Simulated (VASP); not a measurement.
**GW on PtS2: a test of the settings**

Aim: test the GW correction to the gap of PtS2. The starting structure is a measured crystal structure from the Crystallography Open Database. The atoms were first relaxed with LDA in that cell, in a run that isn't shown, and the relaxed structure is the one below.

Calculated with VASP 6.6.1; GW on LDA orbitals, with plane waves and PAW data sets made for GW.

**1. Set-up**

The structure is trigonal, space group P-3m1 (No. 164). The conventional cell has a = 3.543 Å, b = 3.543 Å, c = 5.039 Å, α = 90.00°, β = 90.00°, γ = 120.00°. Nearest to Pt lie 6 S at 2.37 Å. S has 3 Pt at 2.37 Å nearest. Farther neighbours and most contacts between anions are not listed.

**2. G0W0 (response cutoff 100 eV, 3×3×2 mesh)**

It reads the orbitals and their derivatives (WAVECAR and WAVEDER) of a run with the empty bands, which follows a ground-state run; neither is shown.

Contents of INCAR:

```
SYSTEM = PtS2
PREC = Accurate
ENCUT = 300
ISMEAR = 0
SIGMA = 0.01
LREAL = .FALSE.
GGA = CA
NBANDS = 128
LASPH = .TRUE.
ALGO = EVGW0
NELMGW = 1
ENCUTGW = 100
NOMEGA = 40
PRECFOCK = Fast
NBANDSGW = 20
LWAVE = .FALSE.
LCHARG = .FALSE.
```

Contents of POSCAR:

```
PtS2
1.0
    3.5432000000      0.0000000000      0.0000000000
   -1.7716000000      3.0685012107      0.0000000000
    0.0000000000      0.0000000000      5.0388000000
Pt S
1 2
Direct
    0.0000000000      0.0000000000      0.0000000000
    0.6666666667      0.3333333333      0.7611866065
    0.3333333333      0.6666666667      0.2388133935
```

Contents of KPOINTS:

```
Automatic mesh
0
Gamma
3 3 2
0 0 0
```

Potentials, in the order of the species: Pt_GW and S_GW (LDA family, release 64).

On the command line:

```sh
> mpirun -np 4 vasp_std
```

The log of the run:

```text
[banner, memory and clock lines left out]
running    4 mpi-ranks, on    1 nodes
 distrk:  each k-point on    4 cores,    1 groups
 distr:  one band on    1 cores,    4 groups

 POSCAR found type information on POSCAR PtS
 POSCAR found :  2 types and       3 ions
|                                                                             |
|           W    W    AA    RRRRR   N    N  II  N    N   GGGG   !!!           |
|           W    W   A  A   R    R  NN   N  II  NN   N  G    G  !!!           |
|           W    W  A    A  R    R  N N  N  II  N N  N  G       !!!           |
|           W WW W  AAAAAA  RRRRR   N  N N  II  N  N N  G  GGG   !            |
|           WW  WW  A    A  R   R   N   NN  II  N   NN  G    G                |
|           W    W  A    A  R    R  N    N  II  N    N   GGGG   !!!           |
|                                                                             |
|     The default for ENCUTGWSOFT is different in this version of VASP.       |
|     please manually set ENCUTGWSOFT =100 in the INCAR file.                 |
|                                                                             |

 LDA part: xc-table for (Slater(with rela. corr.)+CA(PZ))
 , standard interpolation
 found WAVECAR, reading the header
 POSCAR, INCAR and KPOINTS ok, starting setup
 FFT: planning ... GRIDC
 FFT: planning ... GRID_SOFT
 FFT: planning ... GRID
 reading WAVECAR
 the WAVECAR file was read successfully
 initial charge from wavefunction
 available memory per node:    155.43 GB, setting MAXMEM to    159164

 The Fermi energy was updated, please check that it is located mid-gap
 values below the HOMO (VB) or above the LUMO (CB) will cause erroneous energies
 E-fermi :   6.9317

 calculate exact exchange contribution
 the WAVEDER file was read successfully
|                                                                             |
|           W    W    AA    RRRRR   N    N  II  N    N   GGGG   !!!           |
|           W    W   A  A   R    R  NN   N  II  NN   N  G    G  !!!           |
|           W    W  A    A  R    R  N N  N  II  N N  N  G       !!!           |
|           W WW W  AAAAAA  RRRRR   N  N N  II  N  N N  G  GGG   !            |
|           WW  WW  A    A  R   R   N   NN  II  N   NN  G    G                |
|           W    W  A    A  R    R  N    N  II  N    N   GGGG   !!!           |
|                                                                             |
|     Automatic setting of frequency mesh for GW failed. Frequency mesh       |
|     properly not suitable for determining QP energies. Consider             |
|     increasing number of kpoints.                                           |
|                                                                             |

energies w=
    0.000    0.000    0.423    0.000    0.844    0.000    1.260    0.000
    1.669    0.000    2.070    0.000    2.462    0.000    2.845    0.000
    3.220    0.000    3.586    0.000    3.947    0.000    4.303    0.000
    4.656    0.000    5.007    0.000    5.359    0.000    5.715    0.000
    6.077    0.000    6.447    0.000    6.829    0.000    7.227    0.000
    7.644    0.000    8.087    0.000    8.560    0.000    9.073    0.000
    9.634    0.000   10.254    0.000   10.950    0.000   11.742    0.000
   12.658    0.000   13.735    0.000   15.027    0.000   16.616    0.000
   18.622    0.000   21.243    0.000   24.815    0.000   29.975    0.000
   38.062    0.000   52.493    0.000   85.327    0.000  231.547    0.000
 responsefunction array rank=     124
 LDA part: xc-table for (Slater(with rela. corr.)+CA(PZ))
 , standard interpolation

 min. memory requirement per mpi rank     64.3 MB, per node    257.1 MB

 allocating  10 responsefunctions rank=   124
 shmem allocating  40 responsefunctions rank=   124
 response function shared by NCSHMEM nodes    1
 Doing           10  frequencies on each core in blocks of           40
NQ=   1    0.0000    0.0000    0.0000,
|.........|.........|.........|.........|.........|.........|.........|.........
 performed         77000 updates of chi_q(r,r)
 total number of BLAS operations          7.59 Gflops
NQ=   2    0.3333   -0.0000    0.0000,
|.........|.........|.........|.........|.........|.........|.........|.........
 performed        215000 updates of chi_q(r,r)
 total number of BLAS operations         24.36 Gflops
NQ=   3    0.3333    0.3333    0.0000,
|.........|.........|.........|.........|.........|.........|.........|.........
 performed        312000 updates of chi_q(r,r)
 total number of BLAS operations         36.16 Gflops
NQ=   4    0.0000    0.0000    0.5000,
|.........|.........|.........|.........|.........|.........|.........|.........
 performed        389000 updates of chi_q(r,r)
 total number of BLAS operations         44.46 Gflops
NQ=   5    0.3333   -0.0000    0.5000,
|.........|.........|.........|.........|.........|.........|.........|.........
 performed        527000 updates of chi_q(r,r)
 total number of BLAS operations         60.95 Gflops
NQ=   6    0.3333    0.3333    0.5000,
|.........|.........|.........|.........|.........|.........|.........|.........
 performed        624000 updates of chi_q(r,r)
 total number of BLAS operations         72.18 Gflops
 resolving degeneracies of screened two electron integrals

 calculate QP shifts <psi_nk| G(iteration)W_0 |psi_nk>: iteration 1
 entering main loop
```

Elapsed: 11 s, on 4 MPI ranks of AMD EPYC 7R43, shared host; peak memory 0.39 GiB.

The logs omit lines about the potential files and the build; timing stands in the text.

From OUTCAR (step 2):

```text
ion  position               nearest neighbor table
   1  0.000  0.000  0.000-   2 2.37   3 2.37   2 2.37   3 2.37   2 2.37   3 2.37
   2  0.667  0.333  0.761-   1 2.37   1 2.37   1 2.37
   3  0.333  0.667  0.239-   1 2.37   1 2.37   1 2.37

  LATTYP: Found a hexagonal cell.
 ALAT       =     3.5432000000
 C/A-ratio  =     1.4221043125

 Subroutine GETGRP returns: Found 12 space group operations
 (whereof 12 operations were pure point group operations)

The static configuration has the point symmetry D_3d.

 Found      6 irreducible k-points:

   k-points           NKPTS =      6   k-points in BZ     NKDIM =     18   number of bands    NBANDS=    128

   dimension x,y,z NGX =    20 NGY =   20 NGZ =   28
   dimension x,y,z NGXF=    40 NGYF=   40 NGZF=   56

   ENCUT  =  300.0 eV  22.05 Ry    4.70 a.u.   5.00  5.00  7.12*2*pi/ulx,y,z

   NELECT =      22.0000    total number of electrons

  energy-cutoff  :      300.00
  volume of cell :       54.78
      direct lattice vectors                 reciprocal lattice vectors
     3.543200000  0.000000000  0.000000000     0.282230752  0.162946001  0.000000000
    -1.771600000  3.068501211  0.000000000     0.000000000  0.325892001  0.000000000
     0.000000000  0.000000000  5.038800000     0.000000000  0.000000000  0.198459951

 k-points in reciprocal lattice and weights: Automatic mesh
   0.00000000  0.00000000  0.00000000       0.056
   0.33333333 -0.00000000  0.00000000       0.333
   0.33333333  0.33333333  0.00000000       0.111
   0.00000000  0.00000000  0.50000000       0.056
   0.33333333 -0.00000000  0.50000000       0.333
   0.33333333  0.33333333  0.50000000       0.111

 E-fermi :   6.9317

 QP shifts <psi_nk| G(iteration)W_0 |psi_nk>: iteration 1
 for sc-GW calculations column KS-energies equals QP-energies in previous step
 and V_xc(KS)=  KS-energies - (<T + V_ion + V_H > + <T+V_H+V_ion>^1  + <V_x>^1)
 k-point   1 :       0.0000    0.0000    0.0000
  band No.  KS-energies  QP-energies   sigma(KS)   V_xc(KS)     V^pw_x(r,r')   Z            occupation Imag(sigma)
    ...
      8       4.5634       4.2485     -13.4351     -12.9981     -17.0898       0.7206       2.0000       0.2833
      9       5.4840       5.3542     -14.1663     -13.9917     -16.0095       0.7435       2.0000       0.1760
     10       5.4840       5.3542     -14.1663     -13.9917     -16.0095       0.7435       2.0000       0.1760
     11       6.5584       6.5173     -13.9697     -13.9141     -15.2223       0.7380       2.0000       0.1409
     12       8.6848       9.2216     -12.8265     -13.5558      -9.5486       0.7360       0.0000      -0.0579
     13       8.6848       9.2216     -12.8265     -13.5558      -9.5486       0.7360       0.0000      -0.0579
     14      11.0560      11.4324     -10.1615     -10.6436      -5.9049       0.7808       0.0000      -0.0927
     15      11.8882      12.5467     -10.9853     -11.8326      -6.0533       0.7772       0.0000      -0.1584
    ...

 k-point   2 :       0.3333   -0.0000    0.0000
  band No.  KS-energies  QP-energies   sigma(KS)   V_xc(KS)     V^pw_x(r,r')   Z            occupation Imag(sigma)
    ...
      8       3.2913       3.0067     -13.2661     -12.8722     -16.7813       0.7226       2.0000       0.3183
      9       4.4852       4.2105     -13.5923     -13.2138     -16.8517       0.7256       2.0000       0.2656
     10       4.5950       4.3349     -13.7877     -13.4336     -16.7177       0.7346       2.0000       0.2414
     11       5.0276       4.8379     -13.5394     -13.2806     -16.0409       0.7330       2.0000       0.2210
     12       8.1049       8.5930     -12.7354     -13.3981      -9.3111       0.7365       0.0000      -0.0528
     13       8.9100       9.4801     -13.1035     -13.8862      -9.4413       0.7284       0.0000      -0.0893
     14      11.8140      12.4065     -11.0828     -11.8470      -6.3434       0.7754       0.0000      -0.1767
     15      13.7058      14.2736     -10.6055     -11.3468      -5.5751       0.7661       0.0000      -0.1994
    ...

 k-point   3 :       0.3333    0.3333    0.0000
  band No.  KS-energies  QP-energies   sigma(KS)   V_xc(KS)     V^pw_x(r,r')   Z            occupation Imag(sigma)
    ...
      8       3.0231       2.6699     -13.5255     -13.0277     -18.1949       0.7095       2.0000       0.3822
      9       3.8484       3.5959     -13.4906     -13.1501     -15.8919       0.7415       2.0000       0.2206
     10       5.1363       4.8636     -13.8001     -13.4279     -16.8978       0.7326       2.0000       0.2432
     11       5.1363       4.8636     -13.8001     -13.4279     -16.8978       0.7326       2.0000       0.2432
     12       7.3050       7.7798     -12.2527     -12.8899      -8.9280       0.7451       0.0000      -0.0331
     13       7.3050       7.7798     -12.2527     -12.8899      -8.9280       0.7451       0.0000      -0.0331
     14      11.6716      12.2630     -10.7235     -11.4890      -5.9449       0.7725       0.0000      -0.1739
     15      14.5783      15.1780     -10.6516     -11.4425      -5.4402       0.7582       0.0000      -0.2107
    ...

 k-point   4 :       0.0000    0.0000    0.5000
  band No.  KS-energies  QP-energies   sigma(KS)   V_xc(KS)     V^pw_x(r,r')   Z            occupation Imag(sigma)
    ...
      8       3.8403       3.6749     -12.8246     -12.6019     -15.1101       0.7425       2.0000       0.3078
      9       5.2338       5.0950     -14.0363     -13.8489     -15.9044       0.7406       2.0000       0.1799
     10       5.2338       5.0950     -14.0363     -13.8489     -15.9044       0.7406       2.0000       0.1799
     11       5.5184       5.3039     -13.8200     -13.5271     -16.5784       0.7325       2.0000       0.2214
     12       9.2622       9.8337     -13.1925     -13.9759      -9.6670       0.7296       0.0000      -0.0903
     13       9.2622       9.8337     -13.1925     -13.9759      -9.6670       0.7296       0.0000      -0.0903
     14      11.9400      12.3730     -10.4026     -10.9614      -5.8723       0.7749       0.0000      -0.1135
     15      13.5725      14.3011     -11.5774     -12.5431      -6.3167       0.7545       0.0000      -0.2450
    ...

[... 2 further parts left out ...]
```

G0W0 (response cutoff 100 eV, 3×3×2 mesh): the quasiparticle gap on this mesh is 1.263 eV, +0.516 eV from the LDA gap on the same points, with 128 bands.

**3. G0W0 (response cutoff 160 eV, 3×3×2 mesh)**

It reads the orbitals and their derivatives (WAVECAR and WAVEDER) of a run with the empty bands, which follows a ground-state run; neither is shown.

INCAR: that of step 2 with these lines changed.

```diff
@@ -7,3 +7,3 @@
 GGA = CA
-NBANDS = 128
+NBANDS = 252
 LASPH = .TRUE.
@@ -11,3 +11,3 @@
 NELMGW = 1
-ENCUTGW = 100
+ENCUTGW = 160
 NOMEGA = 40
```

POSCAR is that of step 2.

KPOINTS is that of step 2.

On the command line:

```sh
> mpirun -np 4 vasp_std
```

The log of the run:

```text
[banner, memory and clock lines left out]
running    4 mpi-ranks, on    1 nodes
[...]
|                                                                             |
|           W    W    AA    RRRRR   N    N  II  N    N   GGGG   !!!           |
|           W    W   A  A   R    R  NN   N  II  NN   N  G    G  !!!           |
|           W    W  A    A  R    R  N N  N  II  N N  N  G       !!!           |
|           W WW W  AAAAAA  RRRRR   N  N N  II  N  N N  G  GGG   !            |
|           WW  WW  A    A  R   R   N   NN  II  N   NN  G    G                |
|           W    W  A    A  R    R  N    N  II  N    N   GGGG   !!!           |
|                                                                             |
|     The default for ENCUTGWSOFT is different in this version of VASP.       |
|     please manually set ENCUTGWSOFT =160 in the INCAR file.                 |
|                                                                             |

 LDA part: xc-table for (Slater(with rela. corr.)+CA(PZ))
[...]
total number of BLAS operations         78.58 Gflops
NQ=   2    0.3333   -0.0000    0.0000,
|.........|.........|.........|.........|.........|.........|.........|.........
 performed        431000 updates of chi_q(r,r)
 total number of BLAS operations        210.46 Gflops
NQ=   3    0.3333    0.3333    0.0000,
|.........|.........|.........|.........|.........|.........|.........|.........
 performed        627000 updates of chi_q(r,r)
 total number of BLAS operations        310.15 Gflops
NQ=   4    0.0000    0.0000    0.5000,
|.........|.........|.........|.........|.........|.........|.........|.........
 performed        782000 updates of chi_q(r,r)
 total number of BLAS operations        395.77 Gflops
NQ=   5    0.3333   -0.0000    0.5000,
|.........|.........|.........|.........|.........|.........|.........|.........
 performed       1058000 updates of chi_q(r,r)
 total number of BLAS operations        536.43 Gflops
NQ=   6    0.3333    0.3333    0.5000,
|.........|.........|.........|.........|.........|.........|.........|.........
 performed       1254000 updates of chi_q(r,r)
 total number of BLAS operations        636.13 Gflops
 resolving degeneracies of screened two electron integrals

 calculate QP shifts <psi_nk| G(iteration)W_0 |psi_nk>: iteration 1
 entering main loop
[key lines of the parts left out:]
E-fermi :   6.9317
```

Elapsed: 22 s, on 4 MPI ranks; peak memory 0.63 GiB.

Parts of OUTCAR (step 3):

```text
 QP shifts <psi_nk| G(iteration)W_0 |psi_nk>: iteration 1
 for sc-GW calculations column KS-energies equals QP-energies in previous step
 and V_xc(KS)=  KS-energies - (<T + V_ion + V_H > + <T+V_H+V_ion>^1  + <V_x>^1)
 k-point   1 :       0.0000    0.0000    0.0000
  band No.  KS-energies  QP-energies   sigma(KS)   V_xc(KS)     V^pw_x(r,r')   Z            occupation Imag(sigma)
    ...
      8       4.5634       4.0089     -13.7691     -12.9981     -17.0898       0.7192       2.0000       0.2323
      9       5.4840       5.1031     -14.5054     -13.9917     -16.0095       0.7415       2.0000       0.1368
     10       5.4840       5.1031     -14.5054     -13.9917     -16.0095       0.7415       2.0000       0.1368
     11       6.5584       6.2745     -14.3000     -13.9141     -15.2223       0.7354       2.0000       0.1076
     12       8.6848       8.9966     -13.1306     -13.5558      -9.5486       0.7333       0.0000      -0.0793
     13       8.6848       8.9966     -13.1306     -13.5558      -9.5486       0.7333       0.0000      -0.0793
     14      11.0560      11.2916     -10.3414     -10.6436      -5.9049       0.7797       0.0000      -0.1097
     15      11.8882      12.3246     -11.2703     -11.8326      -6.0533       0.7762       0.0000      -0.1774
    ...

[... 1 part as in an earlier step ...]

[... 2 further parts left out ...]
[key lines of the parts left out:]
E-fermi :   6.9317
```

G0W0 (response cutoff 160 eV, 3×3×2 mesh): the quasiparticle gap on this mesh is 1.296 eV, +0.549 eV from the LDA gap on the same points, with 252 bands.

(Part 1 of 2 ends here.)

[Lines on the potential files, build, host, timing and source positions are cut from VASP's logs without a mark.]

[Logs are printed without paths, hosts, clocks, repeated set-up lines and the standing remarks that a program may print on its own settings, such as how far it seeks lower states.]

[Hosts, paths, dates, database ids (printed as entryN), source tags and the programs' standing remarks are cut or masked in the printed files.]
